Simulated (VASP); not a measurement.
Computed with HSE06 screened hybrid, VASP's PBE PAW potentials (set 64) (plane waves; VASP).

VASP ran on this input.

KPOINTS:
```
kpoints
0
Gamma
  2 2 2
0.5 0.5 0.5
```

### POSCAR
```
Si
1
    0.0000000000     2.7515180000     2.7515180000
    2.7515180000     0.0000000000     2.7515180000
    2.7515180000     2.7515180000     0.0000000000
Si
2
Direct
  0.2500000000   0.2500000000   0.2500000000
  0.0000000000   0.0000000000   0.0000000000
```

**INCAR**
```
AEXX=0.25
ALGO=Normal
EDIFF=1E-6
ENCUT=300
GGA=PE
HFSCREEN=0.2
ISIF=2
ISMEAR=0
ISYM=3
LASPH=.TRUE.
LCHARG=.FALSE.
LHFCALC=.TRUE.
LREAL=.FALSE.
LWAVE=.FALSE.
NELM=100
PREC=Accurate
PRECFOCK=Fast
SIGMA=0.01
SYSTEM=Si
```

POTCAR, in this order: Si (PBE.64 set). Program: vasp_std.

The run wrote:

### OSZICAR
```
       N       E                     dE             d eps       ncg     rms          rms(c)
DAV:   1    -0.254934352798E+03   -0.25493E+03   -0.28625E+03    32   0.536E+02
DAV:   2    -0.267148477323E+03   -0.12214E+02   -0.12214E+02    56   0.689E+01
DAV:   3    -0.267282768686E+03   -0.13429E+00   -0.13429E+00    32   0.897E+00
DAV:   4    -0.267283477422E+03   -0.70874E-03   -0.70894E-03    56   0.815E-01
DAV:   5    -0.127946735981E+02    0.25449E+03   -0.21139E+00    32   0.958E+00    0.738E+00
DAV:   6    -0.125427820358E+02    0.25189E+00   -0.18421E-01    40   0.249E+00    0.494E+00
DAV:   7    -0.124606851483E+02    0.82097E-01   -0.79312E-02    40   0.158E+00    0.300E+00
DAV:   8    -0.124389054933E+02    0.21780E-01   -0.27888E-02    40   0.965E-01    0.173E+00
DAV:   9    -0.124335259628E+02    0.53795E-02   -0.77788E-03    40   0.535E-01    0.973E-01
DAV:  10    -0.124322957367E+02    0.12302E-02   -0.20659E-03    40   0.293E-01    0.538E-01
DAV:  11    -0.124320796070E+02    0.21613E-03   -0.57671E-04    32   0.157E-01    0.294E-01
DAV:  12    -0.124320930334E+02   -0.13426E-04   -0.17306E-04    40   0.882E-02    0.159E-01
DAV:  13    -0.124321339519E+02   -0.40918E-04   -0.60290E-05    40   0.551E-02    0.846E-02
DAV:  14    -0.124321657227E+02   -0.31771E-04   -0.23271E-05    40   0.353E-02    0.461E-02
DAV:  15    -0.124321844667E+02   -0.18744E-04   -0.99251E-06    40   0.237E-02    0.252E-02
DAV:  16    -0.124321948610E+02   -0.10394E-04   -0.43427E-06    40   0.159E-02    0.144E-02
DAV:  17    -0.124322002220E+02   -0.53610E-05   -0.19874E-06    40   0.109E-02    0.866E-03
DAV:  18    -0.124322029562E+02   -0.27342E-05   -0.91885E-07    32   0.742E-03    0.551E-03
DAV:  19    -0.124322043034E+02   -0.13472E-05   -0.43209E-07    32   0.510E-03    0.365E-03
DAV:  20    -0.124322049744E+02   -0.67107E-06   -0.19633E-07    16   0.350E-03
   1 F= -.12432205E+02 E0= -.12432205E+02  d E =-.521369E-12
```

File OUTCAR:
```
------------------------ aborting loop because EDIFF is reached ----------------------------------------
  FORCE on cell =-STRESS in cart. coord.  units (eV):
  Direction    XX          YY          ZZ          XY          YZ          ZX
  --------------------------------------------------------------------------------------
  Total       -0.8607833     -0.8607833     -0.8607833      0.0000000      0.0000000     -0.0000000
  in kB      -33.1022361    -33.1022361    -33.1022361      0.0000000      0.0000000     -0.0000000
  external PRESSURE =     -33.1022361 kB  Pullay stress =       0.0000000 kB
  volume of cell :       41.66
      direct lattice vectors                 reciprocal lattice vectors
     0.000000000  2.751518000  2.751518000    -0.181717874  0.181717874  0.181717874
     2.751518000  0.000000000  2.751518000     0.181717874 -0.181717874  0.181717874
     2.751518000  2.751518000  0.000000000     0.181717874  0.181717874 -0.181717874
 POSITION                                       TOTAL-FORCE (eV/Angst)
 -----------------------------------------------------------------------------------
      1.37576      1.37576      1.37576        -0.000000     -0.000000     -0.000000
      0.00000      0.00000      0.00000         0.000000      0.000000      0.000000
 -----------------------------------------------------------------------------------
    total drift:                                0.000000      0.000000      0.000000
  FREE ENERGIE OF THE ION-ELECTRON SYSTEM (eV)
  ---------------------------------------------------
  free  energy   TOTEN  =       -12.4322049744 eV

  energy  without entropy=      -12.4322049744  energy(sigma->0) =      -12.43220497

  exchange ACFDT corr.  =         0.00000000  see jH, gK, PRB 81, 115126
```
(Selected blocks of OUTCAR.)

The structure comes from a computed database's Si entry; how it stands against other phases isn't given here. The cell was not relaxed at this level. The k-mesh is coarse (spacing up to 0.99 per Å, 2π included), so the numbers may not be converged in it. The run is one of a series of settings (KPOINTS 2×2×2 Γ-centred mesh shifted by (0.5, 0.5, 0.5) against the base run), some of them coarse on purpose.
